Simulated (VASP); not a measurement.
# BAs (space group F-43m): computed properties

All values below come from PBEsol GGA, VASP's PBE PAW potentials (set 64) (plane waves; VASP).

* **space group**: F-43m (216)
* **cell**: a = b = c = 4.7776 Å, α = β = γ = 90.00°
* **volume per atom**: 13.63 Å³/atom
* **band gap (over mesh and band path)**: 1.08 eV
* **smallest direct gap (over mesh and band path)**: 3.24 eV
* **band-edge character without spin-orbit coupling**: indirect, Γ to Γ-X at 0.79
* **band gap with spin-orbit coupling**: 1.03 eV
* **density**: 5.22 g/cm³
* **mean ε∞ (DFPT)**: 9.89
* **mean ε∞ (independent particles)**: 10.24

```xyz
2
Lattice="0.0000 2.3888 2.3888 2.3888 0.0000 2.3888 2.3888 2.3888 0.0000" Properties=species:S:1:pos:R:3 pbc="T T T"
B      1.1944     1.1944     1.1944
As     0.0000     0.0000     0.0000
```

The structure comes from a computed database's BAs entry (F-43m); how it stands against other phases isn't given here. It was relaxed first. Symmetry was kept, so distortions that lower it aren't found.
